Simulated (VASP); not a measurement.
Method: MS2 meta-GGA, VASP's PBE PAW potentials (set 64) (plane waves; VASP).

VASP input:

POSCAR:
```
V
1
   -1.5150000000     1.5150000000     1.5150000000
    1.5150000000    -1.5150000000     1.5150000000
    1.5150000000     1.5150000000    -1.5150000000
V
1
Direct
  0.0000000000   0.0000000000   0.0000000000
```

INCAR:
```
! general
SYSTEM  = V
PREC    = Accurate
ENCUT   = 520
LREAL   = .FALSE.
LASPH   = .TRUE.

! electronic loop
EDIFF   = 1E-6
NELM    = 100
ALGO    = Normal
LMAXMIX = 4
LMIXTAU = .TRUE.

! smearing
ISMEAR  = 1
SIGMA   = 0.1

! functional
METAGGA = MS2

! ions
IBRION  = 2
NSW     = 60
ISIF    = 3
EDIFFG  = -0.01

! output
LWAVE   = .FALSE.
LCHARG  = .FALSE.
```

**KPOINTS**
```
kpoints
0
Gamma
  15 15 15
0 0 0
```

POTCAR, in this order: V_sv (PBE.64 set). Program: vasp_std.

Output of the run:

**OUTCAR**
```
 ion  position               nearest neighbor table
   1  0.000  0.000  0.000-
  LATTYP: Found a body centered cubic cell.
 ALAT       =     3.0300000000
 Subroutine PRICEL returns:
 Original cell was already a primitive cell.
 Subroutine GETGRP returns: Found 48 space group operations
The static configuration has the point symmetry O_h .
The dynamic configuration has the point symmetry O_h .
 Subroutine INISYM returns: Found 48 space group operations
 Subroutine IBZKPT returns following result:
 Found    120 irreducible k-points:

 Following reciprocal coordinates:
            Coordinates               Weight
  0.000000  0.000000  0.000000      1.000000
  0.066667  0.000000  0.000000     12.000000
  0.133333  0.000000  0.000000     12.000000
  0.200000  0.000000  0.000000     12.000000
  0.266667  0.000000  0.000000     12.000000
  0.333333  0.000000  0.000000     12.000000
  0.400000  0.000000  0.000000     12.000000
  0.466667  0.000000  0.000000     12.000000
  0.066667  0.066667  0.000000     24.000000
  0.133333  0.066667  0.000000     48.000000
  0.200000  0.066667 -0.000000     48.000000
  0.266667  0.066667  0.000000     48.000000
  0.333333  0.066667  0.000000     48.000000
  0.400000  0.066667  0.000000     48.000000
  0.466667  0.066667  0.000000     24.000000
  0.133333  0.133333  0.000000     24.000000
  0.200000  0.133333  0.000000     48.000000
  0.266667  0.133333 -0.000000     48.000000
  0.333333  0.133333  0.000000     48.000000
  0.400000  0.133333  0.000000     48.000000
  0.200000  0.200000  0.000000     24.000000
  0.266667  0.200000 -0.000000     48.000000
  0.333333  0.200000  0.000000     48.000000
  0.400000  0.200000 -0.000000     24.000000
  0.266667  0.266667  0.000000     24.000000
...
```

**OSZICAR**
```
       N       E                     dE             d eps       ncg     rms          rms(c)
DAV:   1     0.749927860776E+02    0.74993E+02   -0.71241E+03  2400   0.136E+03
DAV:   2    -0.196490535766E+02   -0.94642E+02   -0.92926E+02  2456   0.367E+02
DAV:   3    -0.210363576653E+02   -0.13873E+01   -0.13214E+01  2574   0.512E+01
DAV:   4    -0.210485126441E+02   -0.12155E-01   -0.12150E-01  2484   0.494E+00
DAV:   5    -0.210486642273E+02   -0.15158E-03   -0.15158E-03  2556   0.569E-01    0.237E+01
DAV:   6    -0.148217822117E+02    0.62269E+01   -0.28765E+01  2406   0.764E+01    0.665E+00
DAV:   7    -0.132689495776E+02    0.15528E+01   -0.55347E+00  2400   0.410E+01    0.355E+00
DAV:   8    -0.133626698166E+02   -0.93720E-01   -0.29813E-01  2400   0.763E+00    0.729E-01
DAV:   9    -0.133546674625E+02    0.80024E-02   -0.19114E-02  2466   0.242E+00    0.333E-01
DAV:  10    -0.133594716794E+02   -0.48042E-02   -0.29162E-02  2400   0.307E+00    0.301E-01
DAV:  11    -0.133568850914E+02    0.25866E-02   -0.23650E-03  2400   0.876E-01    0.297E-01
DAV:  12    -0.133567853244E+02    0.99767E-04   -0.10965E-03  2400   0.497E-01    0.145E-01
DAV:  13    -0.133559545356E+02    0.83079E-03   -0.20002E-03  2400   0.814E-01    0.698E-02
DAV:  14    -0.133559418915E+02    0.12644E-04   -0.20788E-05  2416   0.657E-02    0.685E-02
DAV:  15    -0.133558940946E+02    0.47797E-04   -0.65735E-05  2404   0.141E-01    0.155E-02
DAV:  16    -0.133558591039E+02    0.34991E-04   -0.13562E-05  2404   0.543E-02    0.142E-03
DAV:  17    -0.133558588116E+02    0.29231E-06   -0.15305E-07  1222   0.634E-03
   1 F= -.13355859E+02 E0= -.13355746E+02  d E =-.133559E+02
       N       E                     dE             d eps       ncg     rms          rms(c)
DAV:   1    -0.168532872571E+02   -0.34974E+01   -0.70393E+01  2400   0.146E+02    0.239E+01
DAV:   2    -0.134430033395E+02    0.34103E+01   -0.12538E+01  2404   0.609E+01    0.516E+00
DAV:   3    -0.133594859640E+02    0.83517E-01   -0.10710E-01  2400   0.511E+00    0.306E+00
DAV:   4    -0.133607683467E+02   -0.12824E-02   -0.14002E-01  2402   0.575E+00    0.165E+00
DAV:   5    -0.133460785209E+02    0.14690E-01   -0.11915E-01  2400   0.574E+00    0.610E-01
DAV:   6    -0.133424407633E+02    0.36378E-02   -0.92062E-03  2400   0.164E+00    0.749E-02
DAV:   7    -0.133420732308E+02    0.36753E-03   -0.51674E-04  2406   0.327E-01    0.688E-02
DAV:   8    -0.133419309942E+02    0.14224E-03   -0.14119E-04  2400   0.202E-01    0.110E-02
DAV:   9    -0.133419184629E+02    0.12531E-04   -0.11658E-06  1510   0.184E-02    0.453E-03
DAV:  10    -0.133419012035E+02    0.17259E-04   -0.33435E-06  2400   0.268E-02    0.166E-03
DAV:  11    -0.133418995281E+02    0.16754E-05   -0.33414E-07  1200   0.104E-02    0.452E-04
DAV:  12    -0.133418997887E+02   -0.26065E-06   -0.21480E-08  1200   0.280E-03
   2 F= -.13341900E+02 E0= -.13342264E+02  d E =0.139590E-01
       N       E                     dE             d eps       ncg     rms          rms(c)
DAV:   1    -0.145684618659E+02   -0.12266E+01   -0.23358E+01  2400   0.903E+01    0.115E+01
DAV:   2    -0.134194330370E+02    0.11490E+01   -0.62989E+00  2402   0.378E+01    0.284E+00
DAV:   3    -0.133830671645E+02    0.36366E-01   -0.87202E-02  2400   0.476E+00    0.897E-01
DAV:   4    -0.133862845588E+02   -0.32174E-02   -0.26871E-02  2402   0.211E+00    0.493E-01
DAV:   5    -0.133800202476E+02    0.62643E-02   -0.15917E-02  2400   0.198E+00    0.197E-01
DAV:   6    -0.133799015646E+02    0.11868E-03   -0.22972E-03  2402   0.789E-01    0.783E-02
DAV:   7    -0.133797598113E+02    0.14175E-03   -0.90675E-04  2400   0.516E-01    0.616E-02
DAV:   8    -0.133795529612E+02    0.20685E-03   -0.16679E-04  2400   0.224E-01    0.481E-03
DAV:   9    -0.133795513254E+02    0.16358E-05   -0.21038E-06  2348   0.227E-02    0.942E-03
DAV:  10    -0.133795514136E+02   -0.88167E-07   -0.89754E-07  1212   0.160E-02
   3 F= -.13379551E+02 E0= -.13379751E+02  d E =-.236926E-01
       N       E                     dE             d eps       ncg     rms          rms(c)
DAV:   1    -0.133804456635E+02   -0.89434E-03   -0.17232E-02  2400   0.238E+00    0.335E-01
DAV:   2    -0.133794579459E+02    0.98772E-03   -0.41244E-03  2404   0.100E+00    0.818E-02
DAV:   3    -0.133794687550E+02   -0.10809E-04   -0.35004E-05  2400   0.961E-02    0.340E-02
DAV:   4    -0.133795138210E+02   -0.45066E-04   -0.26055E-05  2402   0.685E-02    0.174E-02
DAV:   5    -0.133795236405E+02   -0.98195E-05   -0.16157E-05  2400   0.630E-02    0.580E-03
DAV:   6    -0.133795227960E+02    0.84451E-06   -0.24852E-06  2400   0.266E-02
   4 F= -.13379523E+02 E0= -.13379708E+02  d E =-.236640E-01
       N       E                     dE             d eps       ncg     rms          rms(c)
DAV:   1    -0.133795254758E+02   -0.18354E-05   -0.11343E-06  1200   0.195E-02    0.348E-03
DAV:   2    -0.133795266323E+02   -0.11565E-05   -0.37835E-07  1200   0.934E-03    0.782E-04
DAV:   3    -0.133795266120E+02    0.20323E-07   -0.22943E-08  1200   0.189E-03
   5 F= -.13379527E+02 E0= -.13379713E+02  d E =-.381601E-05
```

### OUTCAR
```
------------------------ aborting loop because EDIFF is reached ----------------------------------------
  FORCE on cell =-STRESS in cart. coord.  units (eV):
  Direction    XX          YY          ZZ          XY          YZ          ZX
  --------------------------------------------------------------------------------------
  Total       -0.0022945     -0.0022945     -0.0022945     -0.0000000      0.0000000     -0.0000000
  in kB       -0.2786930     -0.2786930     -0.2786930     -0.0000000      0.0000000     -0.0000000
  external PRESSURE =      -0.2786930 kB  Pullay stress =       0.0000000 kB
  volume of cell :       13.19
      direct lattice vectors                 reciprocal lattice vectors
    -1.488458204  1.488458204  1.488458204     0.000000000  0.335918065  0.335918065
     1.488458204 -1.488458204  1.488458204     0.335918065  0.000000000  0.335918065
     1.488458204  1.488458204 -1.488458204     0.335918065  0.335918065  0.000000000
 POSITION                                       TOTAL-FORCE (eV/Angst)
 -----------------------------------------------------------------------------------
      0.00000      0.00000      0.00000         0.000000     -0.000000     -0.000000
 -----------------------------------------------------------------------------------
    total drift:                                0.000000     -0.000000      0.000000
  FREE ENERGIE OF THE ION-ELECTRON SYSTEM (eV)
  ---------------------------------------------------
  free  energy   TOTEN  =       -13.3795266120 eV

  energy  without entropy=      -13.3800848689  energy(sigma->0) =      -13.37971270

 reached required accuracy - stopping structural energy minimisation
```
(Selected blocks of OUTCAR.)

File CONTCAR:
```
V
   1.00000000000000
    -1.4884582042564176    1.4884582042564176    1.4884582042564176
     1.4884582042564176   -1.4884582042564176    1.4884582042564176
     1.4884582042564176    1.4884582042564176   -1.4884582042564176
  V
     1
Direct
     0.0000000000000000    0.0000000000000000    0.0000000000000000
```

Energy and stress use the plane-wave basis of the starting cell.

The compound is V in the bcc structure. This run relaxes it. Symmetry was kept, so distortions that lower it aren't found. The run is not spin-polarised, so no magnetic state was tried.
